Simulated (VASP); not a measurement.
## NbAl2N3: single point with PBE

NbAl2N3:

```xyz
12
Lattice="2.9024 0.0000 0.0000 -2.9024 5.0271 0.0000 0.0000 0.0000 7.5869" Properties=species:S:1:pos:R:3 pbc="T T T"
Al    0.0000    1.6757    4.9704
Al   -1.4512    4.1893    4.9704
Al    1.4512    0.8379    2.6165
Al    0.0000    3.3514    2.6165
Nb    0.0000    0.0000    0.0000
Nb   -1.4512    2.5136    0.0000
N     1.4512    0.8379    6.1001
N     0.0000    3.3514    6.1001
N     0.0000    1.6757    1.4868
N    -1.4512    4.1893    1.4868
N     0.0000    0.0000    3.7934
N    -1.4512    2.5136    3.7934
```

The cell was built by a generator and needn't be a form met in nature.

| Item | Value |
| --- | --- |
| Program | VASP 6.6.1 |
| Task | single point |
| Functional | PBE |
| Potentials or basis | VASP PAW PBE potentials, release 64 (Al, Nb_sv, N) |
| Cutoff | 520 eV |
| k mesh | 9 × 9 × 3 |
| Occupations | gaussian, width 0.15 eV |
| Spin | no spin polarisation |

| Property | Result |
| --- | --- |
| Pressure | -0.2 GPa |
| Largest force | 0.023 eV/Å |
| Band gap on the k mesh | none (metal or under the smearing width) |

Forces in eV/Å, atoms in the order of the input:
```
Al   0.000 -0.001 -0.023
Al   0.000 -0.001 -0.023
Al   0.000  0.001  0.023
Al   0.000  0.001  0.023
Nb   0.000  0.000  0.000
Nb   0.000  0.000  0.000
N    0.000 -0.003 -0.008
N    0.000 -0.003 -0.008
N    0.000  0.003  0.008
N    0.000  0.003  0.008
N    0.000  0.000  0.000
N    0.000  0.000  0.000
```

Stress tensor (GPa, compression positive):
```
-0.16  0.00  0.00
 0.00 -0.21  0.03
 0.00  0.03 -0.09
```

Levels at points of the mesh, in eV from the Fermi level:
```tsv
k point	band 32	band 33	band 34	band 35	band 36	band 37
(0.00, 0.00, 0.00)	-1.54	-1.54	-1.02	0.50	0.50	2.85
```

Run time: 4.5 min on 1 thread of Intel(R) Xeon(R) Platinum 8488C (Sapphire Rapids), with other jobs on the host, peak memory 0.31 GiB.
